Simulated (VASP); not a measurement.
```yaml
crystal:
  lattice:
    - [0.00000, 2.84500, 2.84500]
    - [2.84500, 0.00000, 2.84500]
    - [2.84500, 2.84500, 0.00000]
  atoms:
    - { symbol: Ca, position: [0.00000, 0.00000, 0.00000] }
    - { symbol: S, position: [0.50000, 0.50000, 0.50000] }
```

The base run (VASP): PBE GGA, plane waves, VASP's PBE PAW potentials (set 64). Settings: 400 eV cut-off, 7×7×7 Γ-centred mesh, Gaussian smearing of 0.050 eV, potentials Ca_sv S.

One setting is varied; ΔE counts from the most expensive setting. The base run took about 7 core-seconds. The timings are rough (shared machines, no repeats); factors under 2 mean little.

Pressures at a finite cut-off, here 400 eV, hold a Pulay part, which wasn't tested here.

```json
[
 {"setting": "KPOINTS 3×3×3 Γ-centred mesh", "cost over the base run": "about 1/2", "electronic steps": "13", "ΔE (meV/atom)": "33.3", "pressure (GPa)": "1.32"},
 {"setting": "KPOINTS 4×4×4 Γ-centred mesh", "cost over the base run": "within a factor of 2", "electronic steps": "13", "ΔE (meV/atom)": "5.6", "pressure (GPa)": "0.94"},
 {"setting": "KPOINTS 5×5×5 Γ-centred mesh", "cost over the base run": "within a factor of 2", "electronic steps": "13", "ΔE (meV/atom)": "1.2", "pressure (GPa)": "0.86"},
 {"setting": "KPOINTS 6×6×6 Γ-centred mesh", "cost over the base run": "within a factor of 2", "electronic steps": "13", "ΔE (meV/atom)": "0.3", "pressure (GPa)": "0.85"},
 {"setting": "base run", "cost over the base run": "reference", "electronic steps": "13", "ΔE (meV/atom)": "0.1", "pressure (GPa)": "0.84"},
 {"setting": "KPOINTS 11×11×11 Γ-centred mesh", "cost over the base run": "?", "electronic steps": "13", "ΔE (meV/atom)": "0.0", "pressure (GPa)": "0.84"},
 {"setting": "KPOINTS 13×13×13 Γ-centred mesh", "cost over the base run": "about 3 times", "electronic steps": "13", "ΔE (meV/atom)": "0.0", "pressure (GPa)": "0.84"}
]
```

Question: What belongs in the gaps?

Answer: 
- KPOINTS 11×11×11 Γ-centred mesh, cost over the base run: about 2 times

Left out are runs that failed, have no time on record or changed the cell.

The compound is CaS in the rock salt structure. The cell was not relaxed at this level.
